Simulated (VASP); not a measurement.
VASP runs on ZrS₂ (1T layered) share one base input (PBE GGA, plane waves, VASP's PBE PAW potentials (set 64)) and change the settings named in each case.

**INCAR**
```
SYSTEM = ZrS2
PREC = Accurate
ENCUT = 400
EDIFF = 1E-6
NELM = 100
ALGO = Normal
LREAL = .FALSE.
LASPH = .TRUE.
ISMEAR = 0
SIGMA = 0.05
GGA = PE
LMAXMIX = 4
LWAVE = .FALSE.
LCHARG = .FALSE.
ISIF = 2
```

**POSCAR**
```
ZrS2
1
    1.8666000000    -3.2330460000     0.0000000000
    1.8666000000     3.2330460000     0.0000000000
    0.0000000000     0.0000000000     5.9364000000
Zr S
1 2
Direct
  0.0000000000   0.0000000000   0.0000000000
  0.3333330000   0.6666670000   0.2500000000
  0.6666670000   0.3333330000   0.7500000000
```

KPOINTS:
```
K-points
0
Gamma
 6 6 4
```

POTCAR, in this order: Zr_sv S (PBE.64 set). Program: vasp_std.

```
change                                                                          E(σ→0) (eV/atom)  pressure (GPa)  largest force (eV/Å)  gap on the mesh (eV)
------------------------------------------------------------------------------  ----------------  --------------  --------------------  --------------------
base run                                                                                 -7.1193           -3.67                 0.669                  0.84
GGA = RP                                                                                 -6.7845           -1.62                 0.616                  0.90
AGGAC = 0.0, GGA = BO, LUSE_VDW = .TRUE., PARAM1 = 0.1833333333, PARAM2 = 0.22           -5.2602           -4.12                 0.534                  0.84
GGA = RE                                                                                 -6.8244           -2.16                 0.633                  0.88
IVDW = 13                                                                                -7.3800           -5.54                 0.673                  0.84
GGA = AM                                                                                 -7.2300           -6.14                 0.889                  0.79
GGA = PS                                                                                 -7.4776      (withheld)            (withheld)            (withheld)
```

Problem. Some entries are withheld; supply them.

Solution. 
- GGA = PS, pressure (GPa): -6.54
- GGA = PS, largest force (eV/Å): 0.814
- GGA = PS, gap on the mesh (eV): 0.77

Energies of different potentials or functionals have different zeros.

Left out are runs that ran out of time, are held back, or changed the cell or the kind of run, fixed moments of cells without a moment, rows past the twelfth, gaps on odd meshes, pressures of charged cells and columns that move by less than the noise.

The compound is ZrS2 in the 1T layered structure. The cell was not relaxed at this level, forces remain on its atoms.
